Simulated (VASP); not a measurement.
Method: PBEsol GGA, VASP's PBE PAW potentials (set 64) (plane waves; VASP). For the first row: Run with 400 eV cut-off, 9×9×4 Γ-centred mesh, tetrahedra with Blöchl corrections, potentials Hf_pv Sb Pd.

```
system                        energy (eV/atom)
----------------------------  ----------------
Hf2Sb3Pd (space group P-4m2)           -7.3096
Hf (hcp)                              -10.5027
Sb (a7)                                -4.5604
Pd (fcc)                               -5.9608
```

The references are the elements' solids at the same level; no temperature or zero-point terms are added.    Spin-orbit coupling is left out, which shifts such energies by up to tenths of an eV for the heavy elements here.

**Question.** What is the formation energy per atom of Hf2Sb3Pd?

**Answer.** The references average (2×(-10.5027) + 3×(-4.5604) + 1×(-5.9608))/6 = -6.7746 eV, so the formation energy is -7.3096 − (-6.7746) = -0.535 eV/atom.
